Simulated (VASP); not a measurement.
Data:

```yaml
crystal:
  lattice:
    - [0.00000, 2.29997, 2.29997]
    - [2.29997, 0.00000, 2.29997]
    - [2.29997, 2.29997, 0.00000]
  atoms:
    - { symbol: Li, position: [0.25000, 0.25000, 0.25000] }
    - { symbol: Li, position: [0.75000, 0.75000, 0.75000] }
    - { symbol: O, position: [0.00000, 0.00000, 0.00000] }
```

All values below come from rev-vdW-DF2, VASP's PBE PAW potentials (set 64) (plane waves; VASP). Numerical set-up: 520 eV cut-off, 9×9×9 Γ-centred mesh, tetrahedra with Blöchl corrections, potentials Li_sv O.

Q: Predict the energy per atom (σ→0).

A: 
```
Property                        Value
---------------------  --------------
energy per atom (σ→0)  -3904 meV/atom
```

Only differences to runs with the same potentials and settings are physical.

The compound is Li2O in the antifluorite structure. It was relaxed first.
